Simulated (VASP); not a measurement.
Level of theory: PBE GGA, VASP's PBE PAW potentials (set 64) (plane waves; VASP).

A VASP calculation is set up with these files.

KPOINTS:
```
Automatic mesh
0
Gamma
13 13 13
0 0 0
```

**INCAR**
```
SYSTEM = Ge
PREC = Accurate; ENCUT = 300; LREAL = .FALSE.
LASPH = .TRUE.
EDIFF = 1E-6; NELM = 100; ALGO = Normal
LMAXMIX = 4
ISMEAR = -1; SIGMA = 0.05
GGA = PE
ISIF = 2
LWAVE = .FALSE.; LCHARG = .FALSE.
```

### POSCAR
```
Ge
4.0368020
  0.0000000000   0.7071067642   0.7071067642
  0.7071067642   0.0000000000   0.7071067642
  0.7071067642   0.7071067642   0.0000000000
Ge
2
Cart
  0.7071067642   0.7071067642   0.7071067642
  1.0606601463   1.0606601463   1.0606601463
```

POTCAR, in this order: Ge_d (PBE.64 set). Program: vasp_std.

Output of the run:

### OSZICAR
```
       N       E                     dE             d eps       ncg     rms          rms(c)
DAV:   1     0.140320041827E+03    0.14032E+03   -0.12036E+04  3098   0.309E+03
DAV:   2     0.725598012536E+01   -0.13306E+03   -0.13115E+03  3034   0.428E+02
DAV:   3    -0.869409947786E+01   -0.15950E+02   -0.15855E+02  3312   0.125E+02
DAV:   4    -0.909715181405E+01   -0.40305E+00   -0.40249E+00  3408   0.229E+01
DAV:   5    -0.910304586981E+01   -0.58941E-02   -0.58936E-02  3382   0.269E+00    0.309E+00
DAV:   6    -0.905243991327E+01    0.50606E-01   -0.20039E-02  3260   0.160E+00    0.184E+00
DAV:   7    -0.902342222738E+01    0.29018E-01   -0.53339E-02  3126   0.222E+00    0.153E-01
DAV:   8    -0.902509137994E+01   -0.16692E-02   -0.65287E-03  3400   0.117E+00    0.514E-02
DAV:   9    -0.902515548088E+01   -0.64101E-04   -0.29556E-04  3758   0.308E-01    0.202E-02
DAV:  10    -0.902518521760E+01   -0.29737E-04   -0.70313E-05  3768   0.845E-02    0.551E-03
DAV:  11    -0.902518725952E+01   -0.20419E-05   -0.42967E-06  3544   0.363E-02    0.149E-03
DAV:  12    -0.902518742714E+01   -0.16762E-06   -0.38648E-07  2194   0.905E-03
   1 F= -.90251874E+01 E0= -.90249405E+01  d E =-.493858E-03
```

### OUTCAR
```
------------------------ aborting loop because EDIFF is reached ----------------------------------------
  FORCE on cell =-STRESS in cart. coord.  units (eV):
  Direction    XX          YY          ZZ          XY          YZ          ZX
  --------------------------------------------------------------------------------------
  Total        0.0857434      0.0857434      0.0857434      0.0000000      0.0000000      0.0000000
  in kB        2.9533423      2.9533423      2.9533423      0.0000000      0.0000000      0.0000000
  external PRESSURE =       2.9533423 kB  Pullay stress =       0.0000000 kB
  volume of cell :       46.52
      direct lattice vectors                 reciprocal lattice vectors
     0.000000000  2.854450000  2.854450000    -0.175165093  0.175165093  0.175165093
     2.854450000  0.000000000  2.854450000     0.175165093 -0.175165093  0.175165093
     2.854450000  2.854450000  0.000000000     0.175165093  0.175165093 -0.175165093
 POSITION                                       TOTAL-FORCE (eV/Angst)
 -----------------------------------------------------------------------------------
      2.85445      2.85445      2.85445         0.000000      0.000000     -0.000000
      4.28167      4.28167      4.28167        -0.000000     -0.000000      0.000000
 -----------------------------------------------------------------------------------
    total drift:                               -0.000000      0.000000      0.000000
  FREE ENERGIE OF THE ION-ELECTRON SYSTEM (eV)
  ---------------------------------------------------
  free  energy   TOTEN  =        -9.0251874271 eV

  energy  without entropy=       -9.0246935691  energy(sigma->0) =       -9.02494050
```
(Selected blocks of OUTCAR.)

At this cut-off the stress carries a Pulay error, which pulls relaxed volumes low.

The structure comes from a computed database's Ge entry; how it stands against other phases isn't given here. The cell was not relaxed at this level.
